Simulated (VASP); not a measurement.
Given:

```yaml
crystal:
  lattice:
    - [3.42509, 0.00000, 0.00000]
    - [0.00000, 3.42509, 0.00000]
    - [0.00000, 0.00000, 3.42509]
  atoms:
    - { symbol: Fe, position: [0.00000, 0.00000, 0.00000], spin: 3.2 }
    - { symbol: Ni, position: [0.00000, 0.50000, 0.50000], spin: 0.7 }
    - { symbol: Ni, position: [0.50000, 0.00000, 0.50000], spin: 0.7 }
    - { symbol: Ni, position: [0.50000, 0.50000, 0.00000], spin: 0.7 }
```

Level of theory: SCAN meta-GGA, VASP's PBE PAW potentials (set 64) (plane waves; VASP). Settings: 520 eV cut-off, 9×9×9 Γ-centred mesh, first-order Methfessel-Paxton smearing of 0.10 eV, potentials Fe Ni.

Give the stress tensor in GPa (positive for a compressed cell).

```
16.21   0.00   0.00
 0.00  16.21   0.00
 0.00   0.00  16.21
```
The pressure is its mean diagonal, 16.21 GPa.

The compound is Ni3Fe in the L1_2 structure. This cell is one point of a volume scan, at 0.94 of the reference volume.
